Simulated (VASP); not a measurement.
# Quasiparticle energies of BAs in VASP, part 2 of 8

Aim: the quasiparticle gap of BAs, and what it costs to get it. The cell is of the zinc-blende type, one of the forms listed for this formula. The start is a cell from a database of measured crystal structures.

VASP 6.6.1, plane waves and PAW; the level of theory is named at each step.

So far, gap on the k-mesh (eV): step 2 (empty bands, functional PBE) 1.26.

**3. evGW0**

This step: evGW0 on PBE; plane waves and PAW (As_GW, B_GW) (VASP 6.6.1).

The lowest NBANDSGW levels in G are updated for four passes while W stays fixed, so the result depends less on the starting levels.

INCAR

```
SYSTEM = BAs
PREC = Accurate
ENCUT = 340
ISMEAR = 0
SIGMA = 0.01
LREAL = .FALSE.
GGA = PE
NBANDS = 176
ALGO = EVGW0
NELMGW = 4
ENCUTGW = 200
NOMEGA = 64
PRECFOCK = Fast
NBANDSGW = 16
LWAVE = .FALSE.
LCHARG = .FALSE.
```

POSCAR

```
BAs
1.0
    0.0000000000      2.3885000000      2.3885000000
    2.3885000000      0.0000000000      2.3885000000
    2.3885000000      2.3885000000      0.0000000000
As B
1 1
Direct
    0.7500000000      0.7500000000      0.7500000000
    0.0000000000      0.0000000000      0.0000000000
```

KPOINTS

```
Automatic mesh
0
Gamma
6 6 6
0 0 0
```

The projector-augmented-wave data sets are As_GW and B_GW (PBE family, release 64).

Command:

```bash
> mpirun -np 8 vasp_std
```

The program printed:

```text
[banner, memory and clock lines left out]
running    8 mpi-ranks, on    1 nodes
 distrk:  each k-point on    8 cores,    1 groups
 distr:  one band on    1 cores,    8 groups

 POSCAR found type information on POSCAR AsB
 POSCAR found :  2 types and       2 ions
 [... a notice as in an earlier step ...]

|                                                                             |
|           W    W    AA    RRRRR   N    N  II  N    N   GGGG   !!!           |
|           W    W   A  A   R    R  NN   N  II  NN   N  G    G  !!!           |
|           W    W  A    A  R    R  N N  N  II  N N  N  G       !!!           |
|           W WW W  AAAAAA  RRRRR   N  N N  II  N  N N  G  GGG   !            |
|           WW  WW  A    A  R   R   N   NN  II  N   NN  G    G                |
|           W    W  A    A  R    R  N    N  II  N    N   GGGG   !!!           |
|                                                                             |
|     The default for ENCUTGWSOFT is different in this version of VASP.       |
|     please manually set ENCUTGWSOFT =200 in the INCAR file.                 |
|                                                                             |

 LDA part: xc-table for (Slater+PW92), standard interpolation
 found WAVECAR, reading the header
 POSCAR, INCAR and KPOINTS ok, starting setup
 FFT: planning ... GRIDC
 FFT: planning ... GRID_SOFT
 FFT: planning ... GRID
 reading WAVECAR
 the WAVECAR file was read successfully
 initial charge from wavefunction
 available memory per node:     30.82 GB, setting MAXMEM to     31562

 The Fermi energy was updated, please check that it is located mid-gap
 values below the HOMO (VB) or above the LUMO (CB) will cause erroneous energies
 E-fermi :   6.8067

 calculate exact exchange contribution
 the WAVEDER file was read successfully
energies w=
    0.000    0.000    0.525    0.000    1.048    0.000    1.569    0.000
    2.086    0.000    2.600    0.000    3.107    0.000    3.609    0.000
    4.105    0.000    4.594    0.000    5.076    0.000    5.551    0.000
    6.020    0.000    6.483    0.000    6.940    0.000    7.391    0.000
    7.838    0.000    8.281    0.000    8.720    0.000    9.157    0.000
    9.593    0.000   10.028    0.000   10.463    0.000   10.900    0.000
   11.339    0.000   11.781    0.000   12.229    0.000   12.682    0.000
   13.144    0.000   13.614    0.000   14.095    0.000   14.589    0.000
   15.097    0.000   15.622    0.000   16.167    0.000   16.733    0.000
   17.324    0.000   17.944    0.000   18.597    0.000   19.287    0.000
   20.020    0.000   20.801    0.000   21.640    0.000   22.543    0.000
   23.521    0.000   24.588    0.000   25.757    0.000   27.049    0.000
   28.485    0.000   30.095    0.000   31.915    0.000   33.992    0.000
   36.388    0.000   39.186    0.000   42.498    0.000   46.482    0.000
   51.365    0.000   57.490    0.000   65.394    0.000   75.973    0.000
   90.841    0.000  113.230    0.000  150.687    0.000  225.925    0.000
 responsefunction array rank=     192
 LDA part: xc-table for (Slater+PW92), standard interpolation

 min. memory requirement per mpi rank    163.7 MB, per node   1309.4 MB

 allocating   8 responsefunctions rank=   192
 shmem allocating  64 responsefunctions rank=   192
 response function shared by NCSHMEM nodes    1
 Doing            8  frequencies on each core in blocks of           64
NQ=   1    0.0000    0.0000    0.0000,
|.........|.........|.........|.........|.........|.........|.........|.........
 performed        387000 updates of chi_q(r,r)
 total number of BLAS operations         88.50 Gflops
NQ=   2    0.1667    0.0000    0.0000,
|.........|.........|.........|.........|.........|.........|.........|.........
 performed       1157000 updates of chi_q(r,r)
 total number of BLAS operations        270.81 Gflops
NQ=   3    0.3333    0.0000    0.0000,
|.........|.........|.........|.........|.........|.........|.........|.........
 performed       1927000 updates of chi_q(r,r)
 total number of BLAS operations        451.00 Gflops
NQ=   4    0.5000    0.0000    0.0000,
|.........|.........|.........|.........|.........|.........|.........|.........
 performed       2562000 updates of chi_q(r,r)
 total number of BLAS operations        594.41 Gflops
NQ=   5    0.1667    0.1667    0.0000,
|.........|.........|.........|.........|.........|.........|.........|.........
 performed       3332000 updates of chi_q(r,r)
 total number of BLAS operations        770.42 Gflops
NQ=   6    0.3333    0.1667    0.0000,
|.........|.........|.........|.........|.........|.........|.........|.........
 performed       4586000 updates of chi_q(r,r)
 total number of BLAS operations       1088.44 Gflops
NQ=   7    0.5000    0.1667    0.0000,
|.........|.........|.........|.........|.........|.........|.........|.........
 performed       5840000 updates of chi_q(r,r)
 total number of BLAS operations       1406.46 Gflops
NQ=   8   -0.3333    0.1667    0.0000,
|.........|.........|.........|.........|.........|.........|.........|.........
 performed       7094000 updates of chi_q(r,r)
 total number of BLAS operations       1706.86 Gflops
NQ=   9   -0.1667    0.1667    0.0000,
|.........|.........|.........|.........|.........|.........|.........|.........
 performed       8168000 updates of chi_q(r,r)
 total number of BLAS operations       1961.15 Gflops
NQ=  10    0.3333    0.3333    0.0000,
|.........|.........|.........|.........|.........|.........|.........|.........
 performed       8938000 updates of chi_q(r,r)
 total number of BLAS operations       2147.73 Gflops
NQ=  11    0.5000    0.3333    0.0000,
|.........|.........|.........|.........|.........|.........|.........|.........
 performed      10192000 updates of chi_q(r,r)
 total number of BLAS operations       2465.75 Gflops
NQ=  12   -0.3333    0.3333    0.0000,
|.........|.........|.........|.........|.........|.........|.........|.........
 performed      11266000 updates of chi_q(r,r)
 total number of BLAS operations       2732.00 Gflops
NQ=  13    0.5000    0.5000    0.0000,
|.........|.........|.........|.........|.........|.........|.........|.........
 performed      11822000 updates of chi_q(r,r)
 total number of BLAS operations       2892.65 Gflops
NQ=  14    0.5000    0.3333    0.1667,
|.........|.........|.........|.........|.........|.........|.........|.........
 performed      13245000 updates of chi_q(r,r)
 total number of BLAS operations       3253.50 Gflops
NQ=  15   -0.3333    0.3333    0.1667,
|.........|.........|.........|.........|.........|.........|.........|.........
 performed      14578000 updates of chi_q(r,r)
 total number of BLAS operations       3599.15 Gflops
[...]
total number of BLAS operations       3599.15 Gflops
NQ=  16   -0.3333    0.5000    0.1667,
|.........|.........|.........|.........|.........|.........|.........|.........
 performed      15658000 updates of chi_q(r,r)
 total number of BLAS operations       3854.77 Gflops
 resolving degeneracies of screened two electron integrals

 calculate QP shifts <psi_nk| G(iteration)W_0 |psi_nk>: iteration 2
 allocating   8 responsefunctions rank=   192
 shmem allocating  64 responsefunctions rank=   192
 response function shared by NCSHMEM nodes    1
 Doing            8  frequencies on each core in blocks of           64
NQ=   1    0.0000    0.0000    0.0000,
|.........|.........|.........|.........|.........|.........|.........|.........
 performed        387000 updates of chi_q(r,r)
 total number of BLAS operations         88.50 Gflops
NQ=   2    0.1667    0.0000    0.0000,
|.........|.........|.........|.........|.........|.........|.........|.........
 performed       1157000 updates of chi_q(r,r)
 total number of BLAS operations        270.81 Gflops
NQ=   3    0.3333    0.0000    0.0000,
|.........|.........|.........|.........|.........|.........|.........|.........
 performed       1927000 updates of chi_q(r,r)
 total number of BLAS operations        451.00 Gflops
NQ=   4    0.5000    0.0000    0.0000,
|.........|.........|.........|.........|.........|.........|.........|.........
 performed       2562000 updates of chi_q(r,r)
 total number of BLAS operations        594.41 Gflops
NQ=   5    0.1667    0.1667    0.0000,
|.........|.........|.........|.........|.........|.........|.........|.........
 performed       3332000 updates of chi_q(r,r)
 total number of BLAS operations        770.42 Gflops
NQ=   6    0.3333    0.1667    0.0000,
|.........|.........|.........|.........|.........|.........|.........|.........
 performed       4586000 updates of chi_q(r,r)
 total number of BLAS operations       1088.44 Gflops
NQ=   7    0.5000    0.1667    0.0000,
|.........|.........|.........|.........|.........|.........|.........|.........
 performed       5840000 updates of chi_q(r,r)
 total number of BLAS operations       1406.46 Gflops
NQ=   8   -0.3333    0.1667    0.0000,
|.........|.........|.........|.........|.........|.........|.........|.........
 performed       7094000 updates of chi_q(r,r)
 total number of BLAS operations       1706.86 Gflops
NQ=   9   -0.1667    0.1667    0.0000,
|.........|.........|.........|.........|.........|.........|.........|.........
 performed       8168000 updates of chi_q(r,r)
 total number of BLAS operations       1961.15 Gflops
NQ=  10    0.3333    0.3333    0.0000,
|.........|.........|.........|.........|.........|.........|.........|.........
 performed       8938000 updates of chi_q(r,r)
 total number of BLAS operations       2147.73 Gflops
NQ=  11    0.5000    0.3333    0.0000,
|.........|.........|.........|.........|.........|.........|.........|.........
 performed      10192000 updates of chi_q(r,r)
 total number of BLAS operations       2465.75 Gflops
NQ=  12   -0.3333    0.3333    0.0000,
|.........|.........|.........|.........|.........|.........|.........|.........
 performed      11266000 updates of chi_q(r,r)
 total number of BLAS operations       2732.00 Gflops
NQ=  13    0.5000    0.5000    0.0000,
|.........|.........|.........|.........|.........|.........|.........|.........
 performed      11822000 updates of chi_q(r,r)
 total number of BLAS operations       2892.65 Gflops
NQ=  14    0.5000    0.3333    0.1667,
|.........|.........|.........|.........|.........|.........|.........|.........
 performed      13245000 updates of chi_q(r,r)
 total number of BLAS operations       3253.50 Gflops
NQ=  15   -0.3333    0.3333    0.1667,
|.........|.........|.........|.........|.........|.........|.........|.........
 performed      14578000 updates of chi_q(r,r)
 total number of BLAS operations       3599.15 Gflops
NQ=  16   -0.3333    0.5000    0.1667,
|.........|.........|.........|.........|.........|.........|.........|.........
 performed      15658000 updates of chi_q(r,r)
 total number of BLAS operations       3854.77 Gflops
 resolving degeneracies of screened two electron integrals

 calculate QP shifts <psi_nk| G(iteration)W_0 |psi_nk>: iteration 3
 allocating   8 responsefunctions rank=   192
 shmem allocating  64 responsefunctions rank=   192
 response function shared by NCSHMEM nodes    1
 Doing            8  frequencies on each core in blocks of           64
NQ=   1    0.0000    0.0000    0.0000,
|.........|.........|.........|.........|.........|.........|.........|.........
 performed        387000 updates of chi_q(r,r)
 total number of BLAS operations         88.50 Gflops
NQ=   2    0.1667    0.0000    0.0000,
|.........|.........|.........|.........|.........|.........|.........|.........
 performed       1157000 updates of chi_q(r,r)
 total number of BLAS operations        270.81 Gflops
NQ=   3    0.3333    0.0000    0.0000,
|.........|.........|.........|.........|.........|.........|.........|.........
 performed       1927000 updates of chi_q(r,r)
 total number of BLAS operations        451.00 Gflops
NQ=   4    0.5000    0.0000    0.0000,
|.........|.........|.........|.........|.........|.........|.........|.........
 performed       2562000 updates of chi_q(r,r)
 total number of BLAS operations        594.41 Gflops
NQ=   5    0.1667    0.1667    0.0000,
|.........|.........|.........|.........|.........|.........|.........|.........
 performed       3332000 updates of chi_q(r,r)
 total number of BLAS operations        770.42 Gflops
NQ=   6    0.3333    0.1667    0.0000,
|.........|.........|.........|.........|.........|.........|.........|.........
 performed       4586000 updates of chi_q(r,r)
 total number of BLAS operations       1088.44 Gflops
NQ=   7    0.5000    0.1667    0.0000,
|.........|.........|.........|.........|.........|.........|.........|.........
 performed       5840000 updates of chi_q(r,r)
 total number of BLAS operations       1406.46 Gflops
NQ=   8   -0.3333    0.1667    0.0000,
|.........|.........|.........|.........|.........|.........|.........|.........
 performed       7094000 updates of chi_q(r,r)
 total number of BLAS operations       1706.86 Gflops
NQ=   9   -0.1667    0.1667    0.0000,
|.........|.........|.........|.........|.........|.........|.........|.........
 performed       8168000 updates of chi_q(r,r)
 total number of BLAS operations       1961.15 Gflops
NQ=  10    0.3333    0.3333    0.0000,
|.........|.........|.........|.........|.........|.........|.........|.........
 performed       8938000 updates of chi_q(r,r)
 total number of BLAS operations       2147.73 Gflops
NQ=  11    0.5000    0.3333    0.0000,
|.........|.........|.........|.........|.........|.........|.........|.........
 performed      10192000 updates of chi_q(r,r)
 total number of BLAS operations       2465.75 Gflops
NQ=  12   -0.3333    0.3333    0.0000,
|.........|.........|.........|.........|.........|.........|.........|.........
 performed      11266000 updates of chi_q(r,r)
 total number of BLAS operations       2732.00 Gflops
NQ=  13    0.5000    0.5000    0.0000,
|.........|.........|.........|.........|.........|.........|.........|.........
 performed      11822000 updates of chi_q(r,r)
 total number of BLAS operations       2892.65 Gflops
NQ=  14    0.5000    0.3333    0.1667,
|.........|.........|.........|.........|.........|.........|.........|.........
 performed      13245000 updates of chi_q(r,r)
 total number of BLAS operations       3253.50 Gflops
NQ=  15   -0.3333    0.3333    0.1667,
|.........|.........|.........|.........|.........|.........|.........|.........
 performed      14578000 updates of chi_q(r,r)
 total number of BLAS operations       3599.15 Gflops
NQ=  16   -0.3333    0.5000    0.1667,
|.........|.........|.........|.........|.........|.........|.........|.........
 performed      15658000 updates of chi_q(r,r)
 total number of BLAS operations       3854.77 Gflops
 resolving degeneracies of screened two electron integrals

 calculate QP shifts <psi_nk| G(iteration)W_0 |psi_nk>: iteration 4
 entering main loop
```

Run time: 3.4 min. Hardware: 8 MPI ranks of AMD EPYC 9R45, shared host; peak memory 1.8 GiB; 27 min of CPU time.

[end of part 2 of 8]

[Lines on the potential files, build, host, timing and source positions are cut from VASP's logs without a mark.]

[Logs are printed without paths, hosts, clocks, repeated set-up lines and the standing remarks that a program may print on its own settings, such as how far it seeks lower states.]

[Hosts, paths, dates, database ids (printed as entryN), source tags and the programs' standing remarks are cut or masked in the printed files.]

[Pressures printed for these runs are not shown converged in the cutoff: they can be off by several GPa and have the wrong sign.]
